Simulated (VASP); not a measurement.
SiC (4h), at 0.96 of the tabulated volume:

```
CSi
1.0
    1.51944    -2.63174     0.00000
    1.51944     2.63174     0.00000
    0.00000     0.00000     9.94850
Si C
4 4
Direct
  0.00000   0.00000   0.00000
  0.00000   0.00000   0.50000
  0.66667   0.33333   0.75018
  0.33333   0.66667   0.25018
  0.00000   0.00000   0.81216
  0.00000   0.00000   0.31216
  0.66667   0.33333   0.56329
  0.33333   0.66667   0.06329
```

The lowest empty band near M, direction c, from PBE with spin-orbit coupling in VASP (PAW); its two spin partners are averaged. The gap over the points computed is 2.20 eV, and the next band on that side lies 0.16 eV away at the edge.

Numerical set-up: 520 eV cut-off, 9×9×3 Γ-centred mesh, Gaussian smearing of 0.050 eV, potentials Si C.

```csv
distance from the edge in k (1/Å),distance in energy (meV)
0.018,4.0
0.025,7.6
0.035,14.9
0.050,29.9
```

Q: Fit E(1 + αE) = ħ²k²/2m* (ħ²/2m0 = 3.810 eV Å²) and predict the row at 0.070 1/Å.

A: The rows don't resolve α, so a parabola serves: the electron mass is m* = 0.317 m0, and so 58.9 meV. The run gave 57.4 meV, -1.5 meV from the fit.

Left out are points under 3 meV from the edge, since the levels carry 0.1 meV, and points farther than half the way to the next band.

The compound is SiC in the 4h structure. The cell was not relaxed at this level.
